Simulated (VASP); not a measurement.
Output of a VASP run:

OSZICAR:
```
       N       E                     dE             d eps       ncg     rms          rms(c)
DAV:   1     0.253440810983E+02    0.25344E+02   -0.39160E+03   440   0.838E+02
DAV:   2    -0.113003119847E+02   -0.36644E+02   -0.33666E+02   402   0.161E+02
DAV:   3    -0.119617008100E+02   -0.66139E+00   -0.65953E+00   470   0.285E+01
DAV:   4    -0.119698792745E+02   -0.81785E-02   -0.81765E-02   456   0.288E+00
DAV:   5    -0.119700940308E+02   -0.21476E-03   -0.21474E-03   486   0.490E-01    0.120E+01
DAV:   6    -0.136709468817E+02   -0.17009E+01   -0.56536E+01   438   0.123E+02    0.152E+01
DAV:   7    -0.105221693389E+02    0.31488E+01   -0.16214E+01   440   0.725E+01    0.104E+00
DAV:   8    -0.105174702183E+02    0.46991E-02   -0.36507E-01   474   0.722E+00    0.104E+00
DAV:   9    -0.105031319626E+02    0.14338E-01   -0.53169E-02   454   0.358E+00    0.157E-01
DAV:  10    -0.105029194333E+02    0.21253E-03   -0.59104E-04   436   0.288E-01    0.884E-02
DAV:  11    -0.105029016251E+02    0.17808E-04   -0.67120E-05   490   0.133E-01    0.255E-02
DAV:  12    -0.105029000199E+02    0.16052E-05   -0.48961E-06   410   0.340E-02    0.404E-03
DAV:  13    -0.105028996974E+02    0.32252E-06   -0.27134E-07   234   0.664E-03
   1 F= -.10502900E+02 E0= -.10497708E+02  d E =-.103841E-01
```

### OUTCAR
```
------------------------ aborting loop because EDIFF is reached ----------------------------------------
  FORCE on cell =-STRESS in cart. coord.  units (eV):
  Direction    XX          YY          ZZ          XY          YZ          ZX
  --------------------------------------------------------------------------------------
  Total        0.9110633      0.9110633      0.9110633     -0.0000000     -0.0000000      0.0000000
  in kB       62.4156036     62.4156036     62.4156036     -0.0000000     -0.0000000      0.0000000
  external PRESSURE =      62.4156036 kB  Pullay stress =       0.0000000 kB
  volume of cell :       23.39
      direct lattice vectors                 reciprocal lattice vectors
     2.859710000  0.000000000  0.000000000     0.349685807  0.000000000  0.000000000
     0.000000000  2.859710000  0.000000000     0.000000000  0.349685807  0.000000000
     0.000000000  0.000000000  2.859710000     0.000000000  0.000000000  0.349685807
 POSITION                                       TOTAL-FORCE (eV/Angst)
 -----------------------------------------------------------------------------------
      1.42986      1.42986      1.42986         0.000000      0.000000      0.000000
      0.00000      0.00000      0.00000         0.000000      0.000000      0.000000
 -----------------------------------------------------------------------------------
    total drift:                               -0.000000      0.000000      0.000000
  FREE ENERGIE OF THE ION-ELECTRON SYSTEM (eV)
  ---------------------------------------------------
  free  energy   TOTEN  =       -10.5028996974 eV

  energy  without entropy=      -10.4925155660  energy(sigma->0) =      -10.49770763
```
(Selected blocks of OUTCAR.)

### POSCAR
```
AlNi
1
    2.8597100000     0.0000000000     0.0000000000
    0.0000000000     2.8597100000     0.0000000000
    0.0000000000     0.0000000000     2.8597100000
Al Ni
1 1
Direct
  0.5000000000   0.5000000000   0.5000000000
  0.0000000000   0.0000000000   0.0000000000
```

Problem. Write an INCAR and KPOINTS that could have produced this output.

Solution. This is not unique; one that fits is the input of the run itself, PBE GGA, plane waves, VASP's PBE PAW potentials (set 64).

KPOINTS:
```
Automatic
0
Gamma
  6 6 6
```

INCAR:
```
! general
SYSTEM  = AlNi
PREC    = Accurate
ENCUT   = 300
LREAL   = .FALSE.   ! projection in real space or not
LASPH   = .TRUE.   ! aspherical one-centre terms

! electronic loop
EDIFF   = 1E-6
NELM    = 100   ! most electronic steps
ALGO    = Normal
LMAXMIX = 4   ! l cut-off of mixed one-centre charges

! smearing
ISMEAR  = 0   ! Gaussian
SIGMA   = 0.136

! functional
GGA     = PE   ! PBE

! ions
ISIF    = 2   ! forces and stress, cell fixed

! output
LWAVE   = .FALSE.
LCHARG  = .FALSE.
```

POTCAR, in this order: Al Ni (PBE.64 set). Program: vasp_std.

At this cut-off the stress carries a Pulay error, which pulls relaxed volumes low.

The structure comes from a computed database's AlNi entry; how it stands against other phases isn't given here. The cell was not relaxed at this level. The k-mesh is coarse (spacing up to 0.37 per Å, 2π included), so the numbers may not be converged in it. The run is one of a series of settings (KPOINTS 6×6×6 Γ-centred mesh against the base run), some of them coarse on purpose. The run is not spin-polarised, so no magnetic state was tried. The electron count is odd and the run is not spin-polarised, which forces a metal.
